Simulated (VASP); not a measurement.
These are PBEsol GGA, VASP's PBE PAW potentials (set 64) (plane waves; VASP) values and carry that method's errors.

A VASP calculation is set up with these files.

**INCAR**
```
SYSTEM = LaS
PREC = Accurate
ENCUT = 300
EDIFF = 1E-6
NELM = 100
ALGO = Normal
LREAL = .FALSE.
LASPH = .TRUE.
ISMEAR = -1
SIGMA = 0.1
GGA = PS
LMAXMIX = 6
LWAVE = .FALSE.
LCHARG = .FALSE.
ISIF = 2
```

KPOINTS:
```
Automatic mesh
0
Gamma
7 7 7
0 0 0
```

### POSCAR
```
LaS
1.0
  0.0000000000   2.9416000000   2.9416000000
  2.9416000000   0.0000000000   2.9416000000
  2.9416000000   2.9416000000   0.0000000000
La S
1 1
Direct
  0.0000000000   0.0000000000   0.0000000000
  0.5000000000   0.5000000000   0.5000000000
```

POTCAR, in this order: La S (PBE.64 set). Program: vasp_std.

What VASP printed:

OSZICAR:
```
       N       E                     dE             d eps       ncg     rms          rms(c)
DAV:   1     0.130280746276E+03    0.13028E+03   -0.43474E+03   480   0.118E+03
DAV:   2    -0.120815868842E+01   -0.13149E+03   -0.12871E+03   712   0.254E+02
DAV:   3    -0.134109704309E+02   -0.12203E+02   -0.11508E+02   732   0.104E+02
DAV:   4    -0.142836518198E+02   -0.87268E+00   -0.76246E+00   872   0.207E+01
DAV:   5    -0.143480934628E+02   -0.64442E-01   -0.60121E-01   772   0.462E+00    0.453E+00
DAV:   6    -0.142026172095E+02    0.14548E+00   -0.43973E-01   712   0.367E+00    0.299E+00
DAV:   7    -0.141870035018E+02    0.15614E-01   -0.11784E-01   832   0.256E+00    0.138E+00
DAV:   8    -0.141872759009E+02   -0.27240E-03   -0.35597E-02   808   0.169E+00    0.388E-01
DAV:   9    -0.141862398059E+02    0.10361E-02   -0.50301E-03   800   0.649E-01    0.174E-01
DAV:  10    -0.141863368316E+02   -0.97026E-04   -0.20196E-03   808   0.491E-01    0.552E-02
DAV:  11    -0.141863542661E+02   -0.17435E-04   -0.70100E-04   872   0.270E-01    0.486E-02
DAV:  12    -0.141863462524E+02    0.80138E-05   -0.24840E-04   808   0.162E-01    0.157E-02
DAV:  13    -0.141863482578E+02   -0.20054E-05   -0.12599E-05   832   0.285E-02    0.338E-03
DAV:  14    -0.141863484584E+02   -0.20062E-06   -0.32063E-06   720   0.144E-02
   1 F= -.14186348E+02 E0= -.14165432E+02  d E =-.418328E-01
```

OUTCAR:
```
------------------------ aborting loop because EDIFF is reached ----------------------------------------
  FORCE on cell =-STRESS in cart. coord.  units (eV):
  Direction    XX          YY          ZZ          XY          YZ          ZX
  --------------------------------------------------------------------------------------
  Total       -1.0899463     -1.0899463     -1.0899463      0.0000000     -0.0000000      0.0000000
  in kB      -34.3032162    -34.3032162    -34.3032162      0.0000000     -0.0000000      0.0000000
  external PRESSURE =     -34.3032162 kB  Pullay stress =       0.0000000 kB
  volume of cell :       50.91
      direct lattice vectors                 reciprocal lattice vectors
     0.000000000  2.941600000  2.941600000    -0.169975524  0.169975524  0.169975524
     2.941600000  0.000000000  2.941600000     0.169975524 -0.169975524  0.169975524
     2.941600000  2.941600000  0.000000000     0.169975524  0.169975524 -0.169975524
 POSITION                                       TOTAL-FORCE (eV/Angst)
 -----------------------------------------------------------------------------------
      0.00000      0.00000      0.00000        -0.000000     -0.000000     -0.000000
      2.94160      2.94160      2.94160         0.000000      0.000000      0.000000
 -----------------------------------------------------------------------------------
    total drift:                                0.000000     -0.000000     -0.000000
  FREE ENERGIE OF THE ION-ELECTRON SYSTEM (eV)
  ---------------------------------------------------
  free  energy   TOTEN  =       -14.1863484584 eV

  energy  without entropy=      -14.1445156541  energy(sigma->0) =      -14.16543206
```
(Selected blocks of OUTCAR.)

At this cut-off the stress carries a Pulay error, which pulls relaxed volumes low.

The structure comes from a computed database's LaS entry (Fm-3m); how it stands against other phases isn't given here. The cell was not relaxed at this level. The electron count is odd and the run is not spin-polarised, which forces a metal.
